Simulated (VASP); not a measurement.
Crystal: Ga.

```
Ga
1.0
     2.21789   -3.74191    0.00000
     2.21789    3.74191    0.00000
     0.00000    0.00000    4.42496
Ga
4
Cartesian
  2.2179 -2.5772 0.3803
  2.2179 -1.1648 2.5928
  2.2179 2.5772 4.0447
  2.2179 1.1648 1.8322
```

Base run:

```yaml
Program: VASP 6.6.1
Functional: LDA
Potentials_or_basis: VASP PAW LDA potentials, release 64 (Ga_d)
Cutoff: 520 eV
k_mesh: 8 × 8 × 7
Occupations: fermi-dirac, width 0.3 eV
Spin: no spin polarisation
```

Its results: band gap on the k mesh none (metal or under the smearing width); pressure 0.7 GPa; largest force 0.040 eV/Å.

Question: The run is repeated on the same cell with these changes: occupations from fermi-dirac, width 0.3 eV to methfessel-paxton, width 0.01 eV. What comes out?

Answer: Band gap on the k mesh none (metal or under the smearing width); pressure 0.2 GPa; largest force 0.016 eV/Å.

Not every run made on this cell is shown here.
